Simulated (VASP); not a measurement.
## Cd$_{4}$S$_{3}$Se (ordered alloy cell): computed properties

Method: PBEsol GGA, VASP's PBE PAW potentials (set 64) (plane waves; VASP).

| Item | Value |
|---|---|
| space group | R3m (160) |
| cell | a = b = 4.1638 Å, c = 40.8222 Å, α = β = 90.00°, γ = 120.00° |
| volume per atom | 25.54 Å^3/atom |
| band gap (over mesh and band path) | 0.66 eV |
| smallest direct gap (over mesh and band path) | 0.66 eV |
| band-edge character | direct, Γ to Γ |
| density | 5.08 g/cm³ |

```xyz
8
Lattice="0.0000 2.9442 2.9442 2.9442 0.0000 2.9442 11.7819 11.7819 -0.0049" Properties=species:S:1:pos:R:3 pbc="T T T"
Cd    11.7179    11.7179     0.0591
Cd     5.9504     5.9504     5.8266
Cd     8.8551     8.8551     5.8662
Cd     8.8178     8.8178     0.0149
Se     1.4890     1.4890     1.4552
S      4.4521     4.4521     1.4364
S      7.3587     7.3587     1.4740
S     10.2647    10.2647     1.5123
```

The structure was generated: Cd4S3Se was put into an ordered model structure (R3m), which need not be its known phase. It was relaxed first. Symmetry was kept, so distortions that lower it aren't found.
